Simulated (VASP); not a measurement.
OSZICAR of a VASP run on TiCo (CsCl type):

**OSZICAR**
```
       N       E                     dE             d eps       ncg     rms          rms(c)
DAV:   1     0.158523808448E+03    0.15852E+03   -0.10606E+04  1568   0.186E+03
DAV:   2    -0.140635276948E+01   -0.15993E+03   -0.15721E+03  1610   0.406E+02
DAV:   3    -0.105059768777E+02   -0.90996E+01   -0.90234E+01  2542   0.107E+02
DAV:   4    -0.107874707608E+02   -0.28149E+00   -0.28032E+00  1884   0.153E+01
DAV:   5    -0.108008117361E+02   -0.13341E-01   -0.13340E-01  2382   0.296E+00    0.109E+01
DAV:   6    -0.901190078552E+01    0.17889E+01   -0.10693E+01  2140   0.390E+01    0.626E+00
DAV:   7    -0.104558367118E+02   -0.14439E+01   -0.15207E+01  2272   0.452E+01    0.119E+01
DAV:   8    -0.885314075265E+01    0.16027E+01   -0.67156E+00  2328   0.316E+01    0.149E+00
DAV:   9    -0.889489427439E+01   -0.41754E-01   -0.32138E-01  2274   0.423E+00    0.213E+00
DAV:  10    -0.886940324882E+01    0.25491E-01   -0.18961E-01  2366   0.483E+00    0.271E-01
DAV:  11    -0.886949766783E+01   -0.94419E-04   -0.35579E-03  1734   0.685E-01    0.139E-01
DAV:  12    -0.886925940416E+01    0.23826E-03   -0.75365E-04  2382   0.330E-01    0.357E-02
DAV:  13    -0.886925153433E+01    0.78698E-05   -0.33996E-05  1730   0.695E-02    0.108E-02
DAV:  14    -0.886925029542E+01    0.12389E-05   -0.85856E-06  2196   0.328E-02    0.454E-03
DAV:  15    -0.886924966237E+01    0.63305E-06   -0.21266E-06  1224   0.173E-02
   1 F= -.88692497E+01 E0= -.88694357E+01  d E =-.886925E+01
```

Which electronic solver shows in the log?

It is blocked Davidson (ALGO = Normal, or the opening steps of other solvers). The INCAR had ALGO = Normal.

How was spin treated?

Without spin polarisation: there is no mag entry.

Can the final energy be trusted as converged?

The calculation finished and met its thresholds. It stopped with EDIFF = 1E-6, NELM = 100, NSW = 60 and EDIFFG = -0.01 after 1 ionic step (vdW-DF2, plane waves, VASP's PBE PAW potentials (set 64)).

The compound is TiCo in the CsCl type structure. It was relaxed first. The start is the result of an earlier pass. The run is not spin-polarised, so no magnetic state was tried. The electron count is odd and the run is not spin-polarised, which forces a metal.
